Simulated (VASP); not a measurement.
Computed with PBEsol GGA, VASP's PBE PAW potentials (set 64) (plane waves; VASP).

VASP input:

File KPOINTS:
```
Automatic mesh
0
Gamma
6 4 1
0 0 0
```

File POSCAR:
```
CaO(110) slab
50.0514230
  0.0674743022   0.0000000000   0.0000000000
  0.0000000000   0.0954230625   0.0000000000
  0.0000000000   0.0000000000   0.5000000046
Ca O
6 6
Cart
  0.0000000000   0.0000000000   0.1674402813
  0.0337371511   0.0477115312   0.1978826187
  0.0000000000   0.0000000000   0.2336025863
  0.0337371511   0.0477115312   0.2663974184
  0.0000000000   0.0000000000   0.3021173859
  0.0337371511   0.0477115312   0.3325597233
  0.0337371511   0.0000000000   0.1971525261
  0.0000000000   0.0477115312   0.1683215388
  0.0337371511   0.0000000000   0.2656498230
  0.0000000000   0.0477115312   0.2343501817
  0.0337371511   0.0000000000   0.3316784659
  0.0000000000   0.0477115312   0.3028474785
```

### INCAR
```
SYSTEM = CaO(110) slab
PREC = Normal; ENCUT = 450; LREAL = .False.
LASPH = .True.
EDIFF = 1E-6; NELM = 100; NELMIN = 4
ALGO = Normal
ISMEAR = 0; SIGMA = 0.05
GGA = PS
LWAVE = .False.; LCHARG = .False.; LORBIT = 11
LVHAR = .True.
DIPOL = 0.5 0.5 0.5
LDIPOL = .True.; IDIPOL = 3
```

POTCAR, in this order: Ca_sv O (PBE.64 set). Program: vasp_std. Read from the step before: WAVECAR.

Output of the run:

OUTCAR:
```
 ion  position               nearest neighbor table
   1  0.000  0.000  0.335-   7 2.25   7 2.25   8 2.39   8 2.39
   2  0.500  0.500  0.396-   8 2.25   8 2.25   7 2.39   7 2.39  10 2.49  10 2.49
   3  0.000  0.000  0.467-   9 2.33   9 2.33  10 2.39  10 2.39   7 2.49   7 2.49
   4  0.500  0.500  0.533-  10 2.33  10 2.33   9 2.39   9 2.39  12 2.49  12 2.49
   5  0.000  0.000  0.604-  11 2.25  11 2.25  12 2.39  12 2.39   9 2.49   9 2.49
   6  0.500  0.500  0.665-  12 2.25  12 2.25  11 2.39  11 2.39
   7  0.500  0.000  0.394-   1 2.25   1 2.25   2 2.39   2 2.39   3 2.49   3 2.49
   8  0.000  0.500  0.337-   2 2.25   2 2.25   1 2.39   1 2.39
   9  0.500  0.000  0.531-   3 2.33   3 2.33   4 2.39   4 2.39   5 2.49   5 2.49
  10  0.000  0.500  0.469-   4 2.33   4 2.33   3 2.39   3 2.39   2 2.49   2 2.49
  11  0.500  0.000  0.663-   5 2.25   5 2.25   6 2.39   6 2.39
  12  0.000  0.500  0.606-   6 2.25   6 2.25   5 2.39   5 2.39   4 2.49   4 2.49
  LATTYP: Found a simple orthorhombic cell.
 ALAT       =     3.3771848391
 B/A-ratio  =     1.4142134033
 C/A-ratio  =     7.4102286145
 Subroutine PRICEL returns:
 Original cell was already a primitive cell.
 Subroutine GETGRP returns: Found  8 space group operations
The static configuration has the point symmetry C_2v.
 The point group associated with its full space group is D_2h.
The dynamic configuration has the point symmetry C_2v.
 Subroutine INISYM returns: Found  8 space group operations
 Subroutine IBZKPT returns following result:
...
```

OSZICAR:
```
       N       E                     dE             d eps       ncg     rms          rms(c)
DAV:   1    -0.773004575466E+02   -0.77300E+02   -0.33332E-05  1707   0.268E-02    0.848E-03
DAV:   2    -0.773004558310E+02    0.17156E-05   -0.14672E-05  1430   0.173E-02    0.192E-03
DAV:   3    -0.773004558829E+02   -0.51925E-07   -0.14304E-06  1097   0.536E-03    0.124E-03
DAV:   4    -0.773004558700E+02    0.12931E-07   -0.26492E-07   959   0.255E-03
   1 F= -.77300456E+02 E0= -.77300456E+02  d E =-.612861E-11
```

**OUTCAR**
```
------------------------ aborting loop because EDIFF is reached ----------------------------------------
  FORCE on cell =-STRESS in cart. coord.  units (eV):
  Direction    XX          YY          ZZ          XY          YZ          ZX
  --------------------------------------------------------------------------------------
  Total        4.1537771     -8.8318437     -1.4923475      0.0000000      0.0000000      0.0000000
  in kB       16.4870412    -35.0550755     -5.9233787      0.0000000      0.0000000      0.0000000
  external PRESSURE =      -8.1638043 kB  Pullay stress =       0.0000000 kB
  volume of cell :      403.66
      direct lattice vectors                 reciprocal lattice vectors
     3.377184839  0.000000000  0.000000000     0.296104610  0.000000000  0.000000000
     0.000000000  4.776060065  0.000000000     0.000000000  0.209377601  0.000000000
     0.000000000  0.000000000 25.025711731     0.000000000  0.000000000  0.039958903
 POSITION                                       TOTAL-FORCE (eV/Angst)
 -----------------------------------------------------------------------------------
      0.00000      0.00000      8.38062         0.000000      0.000000      0.019388
      1.68859      2.38803      9.90431         0.000000      0.000000      0.003949
      0.00000      0.00000     11.69214         0.000000      0.000000      0.019025
      1.68859      2.38803     13.33357         0.000000      0.000000     -0.019025
      0.00000      0.00000     15.12141         0.000000      0.000000     -0.003949
      1.68859      2.38803     16.64509         0.000000      0.000000     -0.019388
      1.68859      0.00000      9.86776         0.000000      0.000000      0.030301
      0.00000      2.38803      8.42473         0.000000      0.000000      0.012211
      1.68859      0.00000     13.29615         0.000000      0.000000      0.012138
      0.00000      2.38803     11.72956         0.000000      0.000000     -0.012138
      1.68859      0.00000     16.60098         0.000000      0.000000     -0.012211
      0.00000      2.38803     15.15795         0.000000      0.000000     -0.030301
 -----------------------------------------------------------------------------------
    total drift:                                0.000000      0.000000      0.000000
  FREE ENERGIE OF THE ION-ELECTRON SYSTEM (eV)
  ---------------------------------------------------
  free  energy   TOTEN  =       -77.3004558700 eV

  energy  without entropy=      -77.3004558700  energy(sigma->0) =      -77.30045587

 total charge

# of ion       s       p       d       tot
------------------------------------------
    1        2.044   5.859   0.331   8.233
    2        2.046   5.885   0.343   8.275
    3        2.042   5.878   0.312   8.233
    4        2.042   5.878   0.312   8.233
    5        2.046   5.885   0.343   8.275
    6        2.044   5.859   0.331   8.233
    7        1.558   3.449   0.000   5.007
    8        1.561   3.399   0.000   4.960
    9        1.556   3.436   0.000   4.992
   10        1.556   3.436   0.000   4.992
   11        1.561   3.399   0.000   4.960
   12        1.558   3.449   0.000   5.007
--------------------------------------------------
tot         21.615  55.813   1.973  79.401
```
(Selected blocks of OUTCAR.)

At this cut-off the stress carries a Pulay error, which pulls relaxed volumes low.

The cell is a thin slab with vacuum, built from CaO (rock salt): (110) face.
